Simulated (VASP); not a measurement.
OSZICAR of a VASP run on TaN (relaxed from the rocksalt structure, space group Fm-3m):

File OSZICAR:
```
       N       E                     dE             d eps       ncg     rms          rms(c)
DAV:   1     0.904346306400E+02    0.90435E+02   -0.89596E+03  4032   0.146E+03
DAV:   2    -0.610432907077E+02   -0.15148E+03   -0.14400E+03  4800   0.419E+02
DAV:   3    -0.677630321953E+02   -0.67197E+01   -0.65734E+01  5224   0.832E+01
DAV:   4    -0.678565574124E+02   -0.93525E-01   -0.93306E-01  4496   0.985E+00
DAV:   5    -0.678580952069E+02   -0.15378E-02   -0.15375E-02  5352   0.997E-01    0.252E+01
DAV:   6    -0.595986768322E+02    0.82594E+01   -0.97349E+00  4792   0.354E+01    0.968E+00
DAV:   7    -0.603913726200E+02   -0.79270E+00   -0.56645E-01  4520   0.806E+00    0.629E+00
DAV:   8    -0.591321880602E+02    0.12592E+01   -0.63811E-01  5056   0.861E+00    0.182E+00
DAV:   9    -0.602992063467E+02   -0.11670E+01   -0.26751E-01  4640   0.542E+00    0.142E+00
DAV:  10    -0.602835720858E+02    0.15634E-01   -0.22902E-02  4808   0.120E+00    0.862E-01
DAV:  11    -0.602790217599E+02    0.45503E-02   -0.71447E-03  4616   0.867E-01    0.487E-01
DAV:  12    -0.602770125476E+02    0.20092E-02   -0.22440E-02  4824   0.117E+00    0.805E-02
DAV:  13    -0.602769181396E+02    0.94408E-04   -0.99066E-04  4216   0.353E-01    0.818E-02
DAV:  14    -0.602768984707E+02    0.19669E-04   -0.10307E-04  5112   0.919E-02    0.547E-02
DAV:  15    -0.602768738182E+02    0.24652E-04   -0.21134E-05  4360   0.494E-02    0.285E-02
DAV:  16    -0.602768807168E+02   -0.68986E-05   -0.18114E-05  4928   0.360E-02    0.148E-02
DAV:  17    -0.602768791091E+02    0.16076E-05   -0.99370E-06  4880   0.246E-02    0.318E-03
DAV:  18    -0.602768787597E+02    0.34939E-06   -0.32335E-07  2088   0.635E-03
   1 F= -.60276879E+02 E0= -.60276530E+02  d E =-.696737E-03  mag=     0.0000     0.0000     0.0000
       N       E                     dE             ncg
```

Problem. Which electronic solver shows in the log?

Solution. It is blocked Davidson (ALGO = Normal, or the opening steps of other solvers). The INCAR had ALGO = Normal.

Problem. How was spin treated?

Solution. With non-collinear spinors: mag has three components.

Problem. Can the final energy be trusted as converged?

Solution. The run converged. It stopped with EDIFF = 1E-6, NELM = 100 (r2SCAN meta-GGA with spin-orbit coupling, plane waves, VASP's PBE PAW potentials (set 64)).

The structure was generated: TaN was put into the rocksalt type (Fm-3m), which need not be its known phase. It was relaxed first, which changed the volume by +13 %.
